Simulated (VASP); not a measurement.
# SrCuB5 (P3m1) in VASP: single point with PBE

Aim: the single point of SrCuB5 with PBE.

Everything below comes from runs of VASP 6.6.1. Logs are shortened: lines on timing, memory, paths and dates and some standing lists are left out, and cuts for length are marked.

## 1. The crystal as given

The structure is trigonal, space group P3m1 (No. 156). The conventional cell has a = 4.541 Å, b = 4.541 Å, c = 5.716 Å, α = 90.00°, β = 90.00°, γ = 120.00°. Around Sr (site symmetry 3m) lie 8 B at 2.84 to 3.12 Å. Cu (site symmetry 3m) is surrounded by 9 B at 2.33 to 2.63 Å. B (site symmetry m) has 4 B at 1.63 to 1.74 Å as nearest neighbours. B (site symmetry 3m) is surrounded by 3 B at 1.74 Å. B (site symmetry 3m) is surrounded by 3 B at 1.63 Å.

The cell was built by a generator and needn't be a form met in nature.

## 2. Single point, PBE

The input, INCAR:

```
SYSTEM = SrCuB5
PREC = Accurate
ENCUT = 520
EDIFF = 1E-6
ISMEAR = 0
SIGMA = 0.1
LREAL = .False.
LASPH = .True.
NELM = 100
ALGO = Fast
ISIF = 2
LWAVE = .False.
LCHARG = .True.
GGA = PE
LELF = .True.
LVHAR = .True.
NBANDS = 27
```

The input, KPOINTS:

```
Automatic mesh
0
Gamma
  12 12 8
  0 0 0
```

The input, POSCAR:

```
SrCuB5
1.0
    4.5413977091      0.0000000000      0.0000000000
   -2.2706988546      3.9329657848      0.0000000000
    0.0000000000      0.0000000000      5.7163744444
Sr Cu B
1 1 5
Direct
    0.6666666667      0.3333333333      0.6968336209
    0.0000000000      0.0000000000      0.1561635675
    0.4601026954      0.9202053908      0.2310444827
    0.0797946092      0.5398973046      0.2310444827
    0.4601026954      0.5398973046      0.2310444827
    0.3333333333      0.6666666667      0.4801436216
    0.6666666667      0.3333333333      0.2006394218
```

Potentials or basis: VASP PAW PBE potentials, release 64 (Sr_sv, Cu, B).

Command:

```sh
cat potpaw_PBE.64/Sr_sv/POTCAR potpaw_PBE.64/Cu/POTCAR potpaw_PBE.64/B/POTCAR > POTCAR
mpirun -np 1 vasp_std > vasp.out
```

OUTCAR:

```text
SYSTEM = SrCuB5
   PREC = Accurate
   ENCUT = 520
   EDIFF = 1E-6
   ISMEAR = 0
   LREAL = .False.
   LASPH = .True.
   NELM = 100
   ISIF = 2
   GGA = PE

 ion  position               nearest neighbor table
   1  0.667  0.333  0.697-   7 2.84   7 2.88   6 2.90   6 2.90   6 2.90   4 3.12   3 3.12   5 3.12
                             4 3.46   3 3.46   5 3.46   2 3.71   2 3.71   2 3.71
   2  0.000  0.000  0.156-   3 2.33   5 2.33   3 2.33   5 2.33   4 2.33   4 2.33   1 3.71   1 3.71
                             1 3.71
   3  0.460  0.920  0.231-   7 1.63   4 1.73   5 1.73   6 1.74   2 2.33   2 2.33   1 3.12   1 3.46

   4  0.080  0.540  0.231-   7 1.63   5 1.73   3 1.73   6 1.74   2 2.33   2 2.33   1 3.12   1 3.46

   5  0.460  0.540  0.231-   7 1.63   4 1.73   3 1.73   6 1.74   2 2.33   2 2.33   1 3.12   1 3.46

   6  0.333  0.667  0.480-   4 1.74   3 1.74   5 1.74   1 2.90   1 2.90   1 2.90
   7  0.667  0.333  0.201-   4 1.63   3 1.63   5 1.63   1 2.84   1 2.88

  LATTYP: Found a hexagonal cell.
 ALAT       =     4.5413977091
 C/A-ratio  =     1.2587257956

  Lattice vectors:

 A1 = (   4.5413977091,   0.0000000000,   0.0000000000)
 A2 = (  -2.2706988546,   3.9329657848,   0.0000000000)
 A3 = (   0.0000000000,   0.0000000000,   5.7163744444)

Analysis of symmetry for initial positions (statically):
=====================================================================
 Subroutine PRICEL returns:
 Original cell was already a primitive cell.

 Routine SETGRP: Setting up the symmetry group for a
 hexagonal supercell.

 Subroutine GETGRP returns: Found  6 space group operations
 (whereof  6 operations were pure point group operations)
 out of a pool of 24 trial point group operations.

The static configuration has the point symmetry C_3v.

Analysis of symmetry for dynamics (positions and initial velocities):
=====================================================================
 Subroutine PRICEL returns:
 Original cell was already a primitive cell.

 Routine SETGRP: Setting up the symmetry group for a
 hexagonal supercell.

 Subroutine GETGRP returns: Found  6 space group operations
 (whereof  6 operations were pure point group operations)
 out of a pool of 24 trial point group operations.

The dynamic configuration has the point symmetry C_3v.

 Subroutine INISYM returns: Found  6 space group operations
 (whereof  6 operations are pure point group operations),
 and found     1 'primitive' translations

----------------------------------------------------------------------------------------

                                     Primitive cell

  volume of cell :     102.1011

  direct lattice vectors                    reciprocal lattice vectors
     4.541397709  0.000000000  0.000000000     0.220196526  0.127130524  0.000000000
    -2.270698855  3.932965785  0.000000000     0.000000000  0.254261047  0.000000000
     0.000000000  0.000000000  5.716374444     0.000000000  0.000000000  0.174936056

  length of vectors
     4.541397709  4.541397709  5.716374444     0.254261047  0.254261047  0.174936056

  position of ions in fractional coordinates (direct lattice)
     0.666666667  0.333333333  0.696833621
     0.000000000  0.000000000  0.156163568
     0.460102695  0.920205391  0.231044483
     0.079794609  0.539897305  0.231044483
     0.460102695  0.539897305  0.231044483
     0.333333333  0.666666667  0.480143622
     0.666666667  0.333333333  0.200639422

  ion indices of the primitive-cell ions
   primitive index   ion index
                 1           1
                 2           2
                 3           3
                 4           4
                 5           5
                 6           6
                 7           7

----------------------------------------------------------------------------------------

 KPOINTS: Automatic mesh

Automatic generation of k-mesh.
 Grid dimensions read from file:
 generate k-points for:   12   12    8

 Generating k-lattice:

  Cartesian coordinates                     Fractional coordinates (reciprocal lattice)
     0.018349711  0.010594210  0.000000000     0.083333333  0.000000000  0.000000000
     0.000000000  0.021188421  0.000000000     0.000000000  0.083333333  0.000000000
     0.000000000  0.000000000  0.021867007     0.000000000  0.000000000  0.125000000

  Length of vectors
     0.021188421  0.021188421  0.021867007

  Shift w.r.t. Gamma in fractional coordinates (k-lattice)
     0.000000000  0.000000000  0.000000000

 Subroutine IBZKPT returns following result:
 ===========================================

 Found    131 irreducible k-points:

 Following reciprocal coordinates:
            Coordinates               Weight
  0.000000  0.000000  0.000000      1.000000
  0.083333  0.000000  0.000000      6.000000
  0.166667 -0.000000  0.000000      6.000000
  0.250000 -0.000000  0.000000      6.000000
  0.333333 -0.000000  0.000000      6.000000
  0.416667 -0.000000  0.000000      6.000000
[... 16 lines left out ...]
  0.166667 -0.000000  0.125000      6.000000
  0.000000  0.166667  0.125000      6.000000
 [... further k-points ...]
   k-points           NKPTS =    131   k-points in BZ     NKDIM =    131   number of bands    NBANDS=     27
   number of dos      NEDOS =    301   number of ions     NIONS =      7
   total plane-waves  NPLWV =  62208
   dimension x,y,z NGX =    36 NGY =   36 NGZ =   48
   dimension x,y,z NGXF=    72 NGYF=   72 NGZF=   96
   ions per type =               1   1   5
   NGX,Y,Z   is equivalent  to a cutoff of  13.18, 13.18, 13.96 a.u.
   NGXF,Y,Z  is equivalent  to a cutoff of  26.36, 26.36, 27.92 a.u.
 SYSTEM =  SrCuB5
   PREC   = accura    normal or accurate (medium, high low for compatibility)
   ISTART =      0    job   : 0-new  1-cont  2-samecut
   ICHARG =      2    charge: 1-file 2-atom 10-const
   ISPIN  =      1    spin polarized calculation?
   LNONCOLLINEAR =      F non collinear calculations
   LSORBIT =      F    spin-orbit coupling
   LASPH  =      T    aspherical Exc in radial PAW
   ENCUT  =  520.0 eV  38.22 Ry    6.18 a.u.   8.44  8.44 10.63*2*pi/ulx,y,z
   NELM   =    100;   NELMIN=  2; NELMDL= -5     # of ELM steps
   EDIFF  = 0.1E-05   stopping-criterion for ELM
   LREAL  =      F    real-space projection
   EDIFFG = 0.1E-04   stopping-criterion for IOM
   NSW    =      0    number of steps for IOM
   IBRION =     -1    ionic relax: 0-MD 1-quasi-New 2-CG
   NFREE  =      0    steps in history (QN), initial steepest desc. (CG)
   ISIF   =      2    stress and relaxation
   ISYM   =      2    0-nonsym 1-usesym 2-fastsym
   POTIM  = 0.5000    time-step for ionic-motion
   TEBEG  =    0.0;   TEEND  =   0.0 temperature during run
   PSTRESS=    0.0 pullay stress
   NELECT =      36.0000    total number of electrons
   NUPDOWN=      -1.0000    fix difference up-down
   EMIN   =  10.00;   EMAX   =-10.00  energy-range for DOS
   EFERMI =   0.00;   METHOD = LEGACY
   ISMEAR =     0;   SIGMA  =   0.10  broadening in eV -4-tet -1-fermi 0-gaus
   EFERMI_NEDOS =   21; number of points for ismear=-14 and -15
   IALGO  =     68    algorithm
   IMIX   =      4    mixing-type and parameters
     AMIX     =   0.40;   BMIX     =  1.00
     AMIX_MAG =   1.60;   BMIX_MAG =  1.00
  volume/ion in A,a.u.               =      14.59        98.43
  Fermi-wavevector in a.u.,A,eV,Ry     =   1.156553  2.185568 18.199355  1.337615
  Thomas-Fermi vector in A             =   2.293172
   LORBIT       =      0    0 simple, 1 ext, 2 COOP (PROOUT), +10 PAW based schemes
   GGA     = PE    functional components
   LHFCALC =     F    Hartree Fock is set to
   AEXX    =    0.0000 exact exchange contribution
   IVDW    =     0    specifies the selected vdW correction
   LEPSILON=     F    determine dielectric tensor
   LRPA    =     F    only Hartree local field effects (RPA)
 non-spin polarized calculation
 RMM-DIIS sequential band-by-band and
 Gauss-broadening in eV      SIGMA  =   0.10
  energy-cutoff  :      520.00
  volume of cell :      102.10
 maximum number of plane-waves:      2782
 NGX is ok and might be reduce to    36
   NGX = 17   NGY = 17   NGZ = 21

 number of electron      36.0000006 magnetization

 Free energy of the ion-electron system (eV)
  ---------------------------------------------------
  ext. energy  EPLUGINS =         0.00000000
  ---------------------------------------------------
  free energy    TOTEN  =       -36.30412518 eV

  energy without entropy =      -36.29782595  energy(sigma->0) =      -36.30097556

 E-fermi :   3.1161     XC(G=0):  -9.5321

 val. band max:        3.1120922754   @ k =   0.1667  -0.0000   0.1250
 cond. band min:       3.1275740786   @ k =   0.2500   0.2500   0.0000
 fundamental gap:      0.0154818032
 Fermi energy:         3.1160632319

 k-point     1 :       0.0000    0.0000    0.0000
  band No.  band energies     occupation
      1     -31.9164      2.00000
      2     -14.0058      2.00000
      3     -13.9153      2.00000
      4     -13.9153      2.00000
      5     -10.0186      2.00000
      6      -5.4629      2.00000
[... 19 lines left out ...]
     26       8.4762      0.00000
     27       8.9432      0.00000

 k-point     2 :       0.0833    0.0000    0.0000
  band No.  band energies     occupation
      1     -31.9161      2.00000
      2     -14.0044      2.00000
      3     -13.9225      2.00000
      4     -13.9169      2.00000
      5      -9.9875      2.00000
      6      -5.5406      2.00000
[... 19 lines left out ...]
     26       8.5949      0.00000
     27       9.0625      0.00000

 k-point     3 :       0.1667   -0.0000    0.0000
  band No.  band energies     occupation
      1     -31.9153      2.00000
      2     -14.0008      2.00000
      3     -13.9419      2.00000
      4     -13.9214      2.00000
      5      -9.8989      2.00000
      6      -5.7458      2.00000
[... 594 lines left out ...]
      1     -31.9153      2.00000
      2     -14.0066      2.00000
      3     -13.9416      2.00000
      4     -13.9212      2.00000
      5      -9.8844      2.00000
      6      -5.7276      2.00000
[... 19 lines left out ...]
     26       8.9398      0.00000
     27       9.3505      0.00000

 k-point    24 :       0.0000    0.1667    0.1250
  band No.  band energies     occupation
      1     -31.9153      2.00000
      2     -14.0066      2.00000
      3     -13.9416      2.00000
      4     -13.9212      2.00000
      5      -9.8848      2.00000
      6      -5.7239      2.00000
[... 19 lines left out ...]
     26       9.2036      0.00000
     27       9.3651      0.00000

 [... further k-points ...]

------------------------ aborting loop because EDIFF is reached ----------------------------------------

  FORCE on cell =-STRESS in cart. coord.  units (eV):
  Direction    XX          YY          ZZ          XY          YZ          ZX
  --------------------------------------------------------------------------------------
  -------------------------------------------------------------------------------------
  Total        0.1279306      0.1279306      0.0888750     -0.0000000     -0.0000000     -0.0000000
  in kB        2.0074959      2.0074959      1.3946320     -0.0000000     -0.0000000     -0.0000000
  external PRESSURE =       1.8032079 kB  Pullay stress =       0.0000000 kB

 VOLUME and BASIS-vectors are now :
 -----------------------------------------------------------------------------
  energy-cutoff  :      520.00
  volume of cell :      102.10
      direct lattice vectors                 reciprocal lattice vectors
     4.541397709  0.000000000  0.000000000     0.220196526  0.127130524  0.000000000
    -2.270698855  3.932965785  0.000000000     0.000000000  0.254261047  0.000000000
     0.000000000  0.000000000  5.716374444     0.000000000  0.000000000  0.174936056

 POSITION                                       TOTAL-FORCE (eV/Angst)
 -----------------------------------------------------------------------------------
      2.27070      1.31099      3.98336        -0.000000      0.000000      0.002971
      0.00000      0.00000      0.89269        -0.000000      0.000000     -0.000030
     -0.00000      3.61914      1.32074        -0.000000      0.003494      0.001775
     -0.86357      2.12340      1.32074        -0.003026     -0.001747      0.001775
      0.86357      2.12340      1.32074         0.003026     -0.001747      0.001775
     -0.00000      2.62198      2.74468        -0.000000      0.000000      0.001052
      2.27070      1.31099      1.14693        -0.000000      0.000000     -0.009318
 -----------------------------------------------------------------------------------
    total drift:                                0.000001      0.000000     -0.014010

  FREE ENERGIE OF THE ION-ELECTRON SYSTEM (eV)
  ---------------------------------------------------
  free  energy   TOTEN  =       -36.3041251788 eV

  energy  without entropy=      -36.2978259480  energy(sigma->0) =      -36.30097556
```

It took 17 min on 1 thread of Intel Xeon Platinum 8488C (Sapphire Rapids), shared host; peak memory 0.5 GiB.

What came out:

| Item | Value |
| --- | --- |
| Free energy | -36.3041 eV |
| Pressure | 0.2 GPa |
| Largest force | 0.009 eV/Å |
| Band gap on the k mesh | none (metal or under the smearing width) |

Forces in eV/Å, atoms in the order of the input:
```
Sr   0.000  0.000  0.003
Cu   0.000  0.000  0.000
B    0.000  0.003  0.002
B   -0.003 -0.002  0.002
B    0.003 -0.002  0.002
B    0.000  0.000  0.001
B    0.000  0.000 -0.009
```
